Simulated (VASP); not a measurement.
Given:

```
CELL_PARAMETERS angstrom
      3.69832     0.00000     0.00000
      0.00000     3.69832     0.00000
      0.00000     0.00000     8.86028
ATOMIC_POSITIONS crystal
  Zr 0.00000 0.50000 0.26436
  Zr 0.50000 0.00000 0.73564
  Si 0.50000 0.50000 0.50000
  Si 0.00000 0.00000 0.50000
  Te 0.50000 0.00000 0.12921
  Te 0.00000 0.50000 0.87079
```

These are LDA (Ceperley-Alder, Perdew-Zunger), VASP's LDA PAW potentials (set 64) (plane waves; VASP) values and carry that method's errors. Numerical set-up: 400 eV cut-off, 7×7×3 Γ-centred mesh, tetrahedra with Blöchl corrections, potentials Zr_sv Si Te.

The cores are frozen, which limits the accuracy of field gradients.

### Question
Give the principal components of the electric field gradient (V/Å²) and the asymmetry η at each nucleus.

### Answer

```csv
atom,Vxx,Vyy,Vzz,η
Zr1,-3.1,-3.1,6.1,0.00
Zr2,-3.1,-3.1,6.1,0.00
Si3,27.6,27.6,-55.1,0.00
Si4,27.6,27.6,-55.1,0.00
Te5,-40.1,-40.1,80.2,0.00
Te6,-40.1,-40.1,80.2,0.00
```

The structure comes from a computed database's ZrSiTe entry (P4/nmm); how it stands against other phases isn't given here. It was relaxed first, which changed the volume by -12 %.
